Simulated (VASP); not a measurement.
Given:

```yaml
crystal:
  lattice:
    - [0.00000, 2.47314, 2.47314]
    - [2.47314, 0.00000, 2.47314]
    - [2.47314, 2.47314, 0.00000]
  atoms:
    - { symbol: Al, position: [0.00000, 0.00000, 0.00000] }
    - { symbol: P, position: [0.25000, 0.25000, 0.25000] }
```

These are LDA (Ceperley-Alder, Perdew-Zunger), VASP's LDA PAW potentials (set 64) (plane waves; VASP 6.6.1) values and carry that method's errors. Settings: 500 eV cut-off, 9×9×9 Γ-centred mesh, Gaussian smearing of 0.050 eV, potentials Al P.

### Question
Estimate the energy per atom (σ→0), pressure.

### Answer

* **energy per atom (σ→0)**: -5.158 eV/atom
* **pressure**: 44.89 GPa

Total energies compare only between runs with the same potentials, cut-off and functional.

The compound is AlP in the zinc blende structure. It was relaxed first under an external pressure of 45 GPa.
